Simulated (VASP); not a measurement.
```
BaHfO3
1.0
    4.09260     0.00000     0.00000
    0.00000     4.09260     0.00000
    0.00000     0.00000     4.09260
Ba Hf O
1 1 3
Direct
  0.00000   0.00000   0.00000
  0.50000   0.50000   0.50000
  0.50000   0.00000   0.50000
  0.00000   0.50000   0.50000
  0.50000   0.50000   0.00000
```

Calculation: rev-vdW-DF2, VASP's PBE PAW potentials (set 64) (plane waves; VASP 6.6.1). Numerical set-up: 520 eV cut-off, 5×5×5 Γ-centred mesh, Gaussian smearing of 0.050 eV, potentials Ba_sv Hf_pv O.

### Question
Predict the energy per atom (σ→0), pressure.

### Answer

```json
{
 "energy per atom (σ→0)": "-7.190 eV/atom",
 "pressure": "11.94 GPa"
}
```

The absolute energy has meaning only against runs of the same code, potentials and settings.

The compound is BaHfO3 in the cubic perovskite structure. This cell is one point of a volume scan, at 0.94 of the reference volume.
